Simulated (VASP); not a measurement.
An input for Ansatz (written as the equivalent of a VASP run, and not itself run):

Ansatz 0.2 input:
```yaml
crystal:
  lattice:
    - [0.0000000, 2.8536530, 2.8536530]
    - [2.8536530, 0.0000000, 2.8536530]
    - [2.8536530, 2.8536530, 0.0000000]
  atoms:
    - { symbol: Na, position: [0.0000000, 0.0000000, 0.0000000] }
    - { symbol: Cl, position: [0.5000000, 0.5000000, 0.5000000] }
kpoints:
  mp_grid: { grid: [8, 8, 8] }
hamiltonian:
  xc: pbe
  pseudopotentials: { kind: paw }
scf:
  occupations: { method: gaussian, width: 0.05 }
  max_iter: 100
output: { forces: true, stress: true, eigenvalues: true }
```

Task: Translate this input to VASP (INCAR, KPOINTS, POSCAR, choice of POTCAR).

Result: This is not unique; one that fits is 
File POSCAR:
```
NaCl
4.0356750
  0.0000000000   0.7071067299   0.7071067299
  0.7071067299   0.0000000000   0.7071067299
  0.7071067299   0.7071067299   0.0000000000
Na Cl
1 1
Direct
  0.0000000000   0.0000000000   0.0000000000
  0.5000000000   0.5000000000   0.5000000000
```

File KPOINTS:
```
Automatic mesh
0
Gamma
8 8 8
0 0 0
```

### INCAR
```
SYSTEM = NaCl
PREC = Accurate
ENCUT = 480
EDIFF = 1E-7
NELM = 100
ALGO = Normal
LREAL = .FALSE.
LASPH = .TRUE.
ISMEAR = 0
SIGMA = 0.05
GGA = PE
LWAVE = .FALSE.
LCHARG = .FALSE.
ISIF = 2
```

POTCAR, in this order: Na_pv Cl (PBE.64 set). Program: vasp_std.

The two are equivalent in intent, not identical: each code has its own PAW files, so the cut-off isn't converted (ENCUT is set for VASP's; basis.ecutwfc is left out, and Ansatz then takes the one that its files recommend); Ansatz stops its SCF on the density residual and VASP on the energy change (EDIFF).

The compound is NaCl in the rock salt structure. This cell was strained or had an atom moved on purpose.
